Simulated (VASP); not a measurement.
```yaml
crystal:
  lattice:
    - [4.15589, 0.00000, -0.00844]
    - [0.00000, 7.24942, 0.00000]
    - [-1.55545, 0.00000, 3.86490]
  atoms:
    - { symbol: Ag, position: [0.10987, 0.25000, 0.89791] }
    - { symbol: Ag, position: [0.89013, 0.75000, 0.10209] }
    - { symbol: Ag, position: [0.50000, 0.00000, 0.50000] }
    - { symbol: Ag, position: [0.50000, 0.50000, 0.50000] }
    - { symbol: S, position: [0.73031, 0.25000, 0.27970] }
    - { symbol: S, position: [0.26969, 0.75000, 0.72030] }
```

Method: PBEsol GGA with spin-orbit coupling, VASP's PBE PAW potentials (set 64) (plane waves; VASP). Settings: 400 eV cut-off, 5×3×5 Γ-centred mesh, Gaussian smearing of 0.050 eV, potentials Ag S.

Task: Give the energies of bands 49 to 62 at the high-symmetry points, in eV from the valence-band maximum.

Result: 
```csv
band,Γ,Z,D,B,A,E,C2,Y2
49,-1.11,-0.43,-1.28,-1.83,-2.26,-1.47,-1.26,-1.87
50,-1.11,-0.43,-1.28,-1.83,-2.26,-1.47,-1.26,-1.87
51,-0.86,-0.43,-1.28,-1.47,-2.25,-1.47,-1.26,-1.44
52,-0.86,-0.43,-1.28,-1.47,-2.25,-1.47,-1.26,-1.44
53,-0.46,-0.18,-0.31,-0.53,-0.73,-1.28,-0.30,-0.51
54,-0.46,-0.18,-0.31,-0.53,-0.73,-1.28,-0.30,-0.51
55,0.00,-0.18,-0.31,-0.10,-0.50,-1.28,-0.30,-0.12
56,0.00,-0.18,-0.31,-0.10,-0.50,-1.28,-0.30,-0.12
57,0.98,1.80,1.48,2.14,1.32,2.35,1.44,2.24
58,0.98,1.80,1.48,2.14,1.32,2.35,1.44,2.24
59,1.54,1.80,1.48,2.56,2.29,2.35,1.44,2.52
60,1.54,1.80,1.48,2.56,2.29,2.35,1.44,2.52
61,4.77,4.27,4.55,3.25,2.39,3.67,4.53,3.35
62,4.77,4.27,4.55,3.25,2.39,3.67,4.53,3.35
```

The gap is direct, 0.98 eV, from the valence maximum at Γ to the conduction minimum at Γ.

The structure comes from a computed database's Ag2S entry (P2_1/m); how it stands against other phases isn't given here. It was relaxed first, which changed the volume by -5 %.
